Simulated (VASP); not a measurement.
Output of a VASP run:

File OSZICAR:
```
...
DAV:   4     0.180967625007E+02   -0.19965E+00   -0.19671E+00  3380   0.136E+01
DAV:   5     0.180944830598E+02   -0.22794E-02   -0.22781E-02  3764   0.122E+00    0.191E+01
DAV:   6     0.117394096727E+02   -0.63551E+01   -0.15889E+00  3240   0.165E+01    0.120E+01
DAV:   7     0.121710608003E+02    0.43165E+00   -0.20185E+00  3456   0.114E+01    0.237E+00
DAV:   8     0.149321923993E+02    0.27611E+01   -0.95998E-01  3240   0.128E+01    0.115E+00
DAV:   9     0.122144654707E+02   -0.27177E+01   -0.91218E-01  3240   0.120E+01    0.452E-01
DAV:  10     0.121723493246E+02   -0.42116E-01   -0.39091E-02  3408   0.300E+00    0.107E+00
DAV:  11     0.121747508317E+02    0.24015E-02   -0.16658E-03  3740   0.484E-01    0.423E-01
DAV:  12     0.121803512640E+02    0.56004E-02   -0.45885E-03  3724   0.684E-01    0.773E-02
DAV:  13     0.121803508326E+02   -0.43132E-06   -0.56575E-05  3356   0.704E-02    0.767E-02
DAV:  14     0.121803438687E+02   -0.69640E-05   -0.31341E-05  4288   0.594E-02    0.631E-02
DAV:  15     0.121803579179E+02    0.14049E-04   -0.39325E-05  3256   0.769E-02    0.587E-02
DAV:  16     0.121803581256E+02    0.20771E-06   -0.12361E-06  3692   0.106E-02    0.576E-02
DAV:  17     0.121803726058E+02    0.14480E-04   -0.15892E-05  3412   0.320E-02    0.287E-02
DAV:  18     0.121803753602E+02    0.27544E-05   -0.48236E-06  3328   0.191E-02    0.118E-02
DAV:  19     0.121803756256E+02    0.26546E-06   -0.27450E-07  2956   0.607E-03    0.922E-03
DAV:  20     0.121803760309E+02    0.40523E-06   -0.12752E-07  1648   0.377E-03    0.107E-02
DAV:  21     0.121803760025E+02   -0.28369E-07   -0.26234E-08  1636   0.172E-03
   1 F= 0.12180376E+02 E0= 0.12179953E+02  d E =0.121804E+02
       N       E                     dE             d eps       ncg     rms          rms(c)
DAV:   1     0.121798377792E+02   -0.53825E-03   -0.55579E-02  3292   0.208E+00    0.125E-01
DAV:   2     0.121803132654E+02    0.47549E-03   -0.60376E-04  3968   0.330E-01    0.655E-02
DAV:   3     0.121805128770E+02    0.19961E-03   -0.43593E-04  3696   0.184E-01    0.156E-02
DAV:   4     0.121805243323E+02    0.11455E-04   -0.41374E-05  3432   0.889E-02    0.676E-03
DAV:   5     0.121805092398E+02   -0.15093E-04   -0.16722E-05  3588   0.469E-02    0.679E-03
DAV:   6     0.121805375969E+02    0.28357E-04   -0.59464E-06  3812   0.326E-02    0.959E-04
DAV:   7     0.121805373898E+02   -0.20709E-06   -0.42257E-07  3304   0.776E-03    0.466E-04
DAV:   8     0.121805375979E+02    0.20813E-06   -0.61415E-08  1660   0.255E-03    0.316E-04
DAV:   9     0.121805376942E+02    0.96287E-07   -0.10630E-08  1644   0.151E-03
   2 F= 0.12180538E+02 E0= 0.12180156E+02  d E =0.161692E-03
       N       E                     dE             d eps       ncg     rms          rms(c)
DAV:   1     0.121800150411E+02   -0.52256E-03   -0.22326E-02  3292   0.132E+00    0.790E-02
DAV:   2     0.121802033247E+02    0.18828E-03   -0.24169E-04  3964   0.209E-01    0.414E-02
DAV:   3     0.121802852016E+02    0.81877E-04   -0.17564E-04  3696   0.117E-01    0.990E-03
DAV:   4     0.121802874141E+02    0.22125E-05   -0.16907E-05  3428   0.567E-02    0.424E-03
DAV:   5     0.121802840398E+02   -0.33743E-05   -0.69482E-06  3580   0.301E-02    0.432E-03
DAV:   6     0.121802936167E+02    0.95769E-05   -0.24835E-06  3728   0.209E-02    0.598E-04
DAV:   7     0.121802942661E+02    0.64942E-06   -0.15018E-07  1840   0.489E-03    0.403E-04
DAV:   8     0.121802942502E+02   -0.15887E-07   -0.20032E-08  1640   0.181E-03
   3 F= 0.12180294E+02 E0= 0.12179880E+02  d E =-.817523E-04
```

File OUTCAR:
```
------------------------ aborting loop because EDIFF is reached ----------------------------------------
  FORCE on cell =-STRESS in cart. coord.  units (eV):
  Direction    XX          YY          ZZ          XY          YZ          ZX
  --------------------------------------------------------------------------------------
  Total       -2.2444289     -2.2444283     -2.2437031      0.0000000     -0.0000000      0.0000000
  in kB     -126.4025311   -126.4024951   -126.3616533      0.0000000     -0.0000000      0.0000000
  external PRESSURE =    -126.3888932 kB  Pullay stress =       0.0000000 kB
  volume of cell :       28.45
      direct lattice vectors                 reciprocal lattice vectors
     1.374944020 -2.381472561 -0.000000000     0.363651169 -0.209954130  0.000000000
     1.374944020  2.381472561 -0.000000000     0.363651169  0.209954130  0.000000000
    -0.000000000 -0.000000000  4.344102641     0.000000000  0.000000000  0.230197139
 POSITION                                       TOTAL-FORCE (eV/Angst)
 -----------------------------------------------------------------------------------
      1.37494      0.79383      1.08603         0.000000     -0.000000      0.000000
      1.37494     -0.79383      3.25808        -0.000000      0.000000      0.000000
 -----------------------------------------------------------------------------------
    total drift:                               -0.000001      0.000023     -0.000020
  FREE ENERGIE OF THE ION-ELECTRON SYSTEM (eV)
  ---------------------------------------------------
  free  energy   TOTEN  =        12.1802942502 eV

  energy  without entropy=       12.1790503545  energy(sigma->0) =       12.17987962

 reached required accuracy - stopping structural energy minimisation
```
(Selected blocks of OUTCAR.)

File POSCAR:
```
Os
1
    1.3756211730    -2.3826454101     0.0000000000
    1.3756211730     2.3826454101     0.0000000000
    0.0000000000     0.0000000000     4.3398269293
Os
2
Direct
  0.3333330000   0.6666670000   0.2500000000
  0.6666670000   0.3333330000   0.7500000000
```

Task: Write an INCAR and KPOINTS that could have produced this output.

Result: One answer among several that fit: the input of the run itself, MS2 meta-GGA, plane waves, VASP's PBE PAW potentials (set 64).

**KPOINTS**
```
K-points
0
G
 15 15 9
```

### INCAR
```
SYSTEM = Os
LWAVE = .False.
LREAL = .False.   ! projection in real space or not
METAGGA = MS2
ISIF = 4   ! ions and shape, fixed volume
LMIXTAU = .True.
LCHARG = .False.
EDIFF = 1E-7   ! SCF stop (eV)
PREC = Accurate
EDIFFG = -0.01   ! ionic stop
IBRION = 2   ! conjugate gradients
ISMEAR = 1
SIGMA = 0.1   ! width (eV)
NELM = 100   ! most electronic steps
LMAXMIX = 6   ! l cut-off of mixed one-centre charges
NSW = 30   ! most ionic steps
ENCUT = 520
ALGO = Normal
LASPH = .True.
```

POTCAR, in this order: Os (PBE.64 set). Program: vasp_std.

The compound is Os in the hcp structure. This cell is one point of a volume scan, at 1.03 of the reference volume. Symmetry was kept, so distortions that lower it aren't found.
